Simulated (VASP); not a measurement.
Method: PW91 GGA, VASP's PBE PAW potentials (set 64) (plane waves; VASP).

The input files of a VASP run:

### POSCAR
```
KTaO3
1
    4.0294090397     0.0000000000     0.0000000000
    0.0000000000     4.0294090397     0.0000000000
    0.0000000000     0.0000000000     4.0294090397
K Ta O
1 1 3
Direct
  0.0000000000   0.0000000000   0.0000000000
  0.5000000000   0.5000000000   0.5000000000
  0.5000000000   0.0000000000   0.5000000000
  0.0000000000   0.5000000000   0.5000000000
  0.5000000000   0.5000000000   0.0000000000
```

### INCAR
```
SYSTEM = KTaO3
PREC = Accurate
ENCUT = 520
EDIFF = 1E-7
NELM = 100
ALGO = Normal
LREAL = .FALSE.
LASPH = .TRUE.
ISMEAR = -5
GGA = 91
LMAXMIX = 6
LWAVE = .FALSE.
LCHARG = .TRUE.
LORBIT = 11
NEDOS = 601
ISIF = 2
LEFG = .TRUE.
```

**KPOINTS**
```
Automatic mesh
0
Gamma
6 6 6
0 0 0
```

POTCAR, in this order: K_sv Ta_pv O (PBE.64 set). Program: vasp_std.

The resulting files:

File OSZICAR:
```
       N       E                     dE             d eps       ncg     rms          rms(c)
DAV:   1     0.336417443914E+03    0.33642E+03   -0.21965E+04   920   0.168E+03
DAV:   2    -0.317860891350E+02   -0.36820E+03   -0.36092E+03  1127   0.447E+02
DAV:   3    -0.498623256354E+02   -0.18076E+02   -0.18034E+02  1173   0.989E+01
DAV:   4    -0.503126454369E+02   -0.45032E+00   -0.45009E+00  1598   0.134E+01
DAV:   5    -0.503153124712E+02   -0.26670E-02   -0.26669E-02  1172   0.976E-01    0.341E+01
DAV:   6    -0.414965986817E+02    0.88187E+01   -0.46354E+01  1116   0.472E+01    0.136E+01
DAV:   7    -0.413391577196E+02    0.15744E+00   -0.26352E+00  1182   0.107E+01    0.880E+00
DAV:   8    -0.412862887876E+02    0.52869E-01   -0.45843E-01  1192   0.574E+00    0.150E+00
DAV:   9    -0.412773885770E+02    0.89002E-02   -0.36386E-02  1243   0.135E+00    0.263E-01
DAV:  10    -0.412765779257E+02    0.81065E-03   -0.88619E-03  1259   0.689E-01    0.459E-02
DAV:  11    -0.412766475257E+02   -0.69600E-04   -0.39516E-04  1289   0.157E-01    0.373E-02
DAV:  12    -0.412766759387E+02   -0.28413E-04   -0.38429E-05  1372   0.481E-02    0.617E-03
DAV:  13    -0.412766760112E+02   -0.72556E-07   -0.34171E-06  1227   0.136E-02    0.348E-03
DAV:  14    -0.412766759012E+02    0.11006E-06   -0.34335E-07  1116   0.402E-03    0.719E-04
DAV:  15    -0.412766759503E+02   -0.49155E-07   -0.20949E-08   796   0.130E-03
   1 F= -.41276676E+02 E0= -.41276676E+02  d E =0.000000E+00
```

File OUTCAR:
```
------------------------ aborting loop because EDIFF is reached ----------------------------------------
  FORCE on cell =-STRESS in cart. coord.  units (eV):
  Direction    XX          YY          ZZ          XY          YZ          ZX
  --------------------------------------------------------------------------------------
  Total       -0.0189054     -0.0189054     -0.0189054      0.0000000      0.0000000     -0.0000000
  in kB       -0.4629909     -0.4629909     -0.4629909      0.0000000      0.0000000     -0.0000000
  external PRESSURE =      -0.4629909 kB  Pullay stress =       0.0000000 kB
  volume of cell :       65.42
      direct lattice vectors                 reciprocal lattice vectors
     4.029409040  0.000000000  0.000000000     0.248175350  0.000000000  0.000000000
     0.000000000  4.029409040  0.000000000     0.000000000  0.248175350  0.000000000
     0.000000000  0.000000000  4.029409040     0.000000000  0.000000000  0.248175350
 POSITION                                       TOTAL-FORCE (eV/Angst)
 -----------------------------------------------------------------------------------
      0.00000      0.00000      0.00000         0.000000      0.000000      0.000000
      2.01470      2.01470      2.01470         0.000000      0.000000      0.000000
      2.01470      0.00000      2.01470         0.000000      0.000000      0.000000
      0.00000      2.01470      2.01470         0.000000      0.000000      0.000000
      2.01470      2.01470      0.00000         0.000000      0.000000      0.000000
 -----------------------------------------------------------------------------------
    total drift:                                0.000000      0.000000     -0.000000
  FREE ENERGIE OF THE ION-ELECTRON SYSTEM (eV)
  ---------------------------------------------------
  free  energy   TOTEN  =       -41.2766759503 eV

  energy  without entropy=      -41.2766759503  energy(sigma->0) =      -41.27667595

 total charge

# of ion       s       p       d       tot
------------------------------------------
    1        1.960   5.594   0.045   7.599
    2        0.334   6.329   2.016   8.678
    3        1.558   3.506   0.000   5.064
    4        1.558   3.506   0.000   5.064
    5        1.558   3.506   0.000   5.064
--------------------------------------------------
tot          6.968  22.441   2.060  31.469

 Electric field gradients after diagonalization (V/A^2)
 (convention: |V_zz| > |V_xx| > |V_yy|)
----------------------------------------------------------------------
 ion       V_xx      V_yy      V_zz     asymmetry (V_yy - V_xx)/ V_zz
----------------------------------------------------------------------
   1       0.000    -0.000     0.000      -1.211
   2       0.000     0.000    -0.000       0.127
   3     -11.546   -11.546    23.093       0.000
   4     -11.546   -11.546    23.093       0.000
   5     -11.546   -11.546    23.093       0.000
```
(Selected blocks of OUTCAR.)

The compound is KTaO3 in the cubic perovskite structure. It was relaxed first.
